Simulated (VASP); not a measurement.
The input files of a VASP run:

KPOINTS:
```
Regular mesh
0
G
  9 9 9
0 0 0
```

POSCAR:
```
AlN
1
   -0.0000000000     2.2005493169     2.2005493169
    2.2005493169    -0.0000000000     2.2005493169
    2.2005493169     2.2005493169     0.0000000000
Al N
1 1
Direct
  0.0000000000   0.0000000000   0.0000000000
  0.2500000000   0.2500000000   0.2500000000
```

**INCAR**
```
SYSTEM = AlN
PREC = Accurate
ENCUT = 520
EDIFF = 1E-6
NELM = 100
ALGO = Normal
LREAL = .FALSE.
LASPH = .TRUE.
ISMEAR = 0
SIGMA = 0.05
GGA = PE
LWAVE = .FALSE.
LCHARG = .TRUE.
```

POTCAR, in this order: Al N (PBE.64 set). Program: vasp_std.

Task: Write an equivalent input for Quantum ESPRESSO's pw.x.

Result: One equivalent input (not run):
```
&CONTROL
  calculation = 'scf'
  pseudo_dir = './pseudo'
  outdir = './out'
  tprnfor = .true.
  tstress = .true.
/
&SYSTEM
  ibrav = 0
  nat = 2
  ntyp = 2
  ecutwfc = 84
  occupations = 'smearing'
  smearing = 'gaussian'
  degauss = 0.003675
  input_dft = 'pbe'
/
&ELECTRONS
  conv_thr = 7.3e-08
  electron_maxstep = 100
/
ATOMIC_SPECIES
  Al 26.982 Al.upf
  N 14.007 N.upf
CELL_PARAMETERS angstrom
    -0.0000000    2.2005493    2.2005493
     2.2005493   -0.0000000    2.2005493
     2.2005493    2.2005493    0.0000000
ATOMIC_POSITIONS crystal
  Al   0.0000000  0.0000000  0.0000000
  N    0.2500000  0.2500000  0.2500000
K_POINTS automatic
  9 9 9 0 0 0
```
What does not carry over: the potentials are each code's own (VASP's PAW set, PseudoDojo norm-conserving files in pw.x), so ENCUT and ecutwfc are chosen apart and not converted; conv_thr bounds pw.x's estimated SCF error, while EDIFF bounds the energy change between steps.

The compound is AlN in the zinc blende structure, a metastable form; wurtzite is the usual one. It was relaxed first.
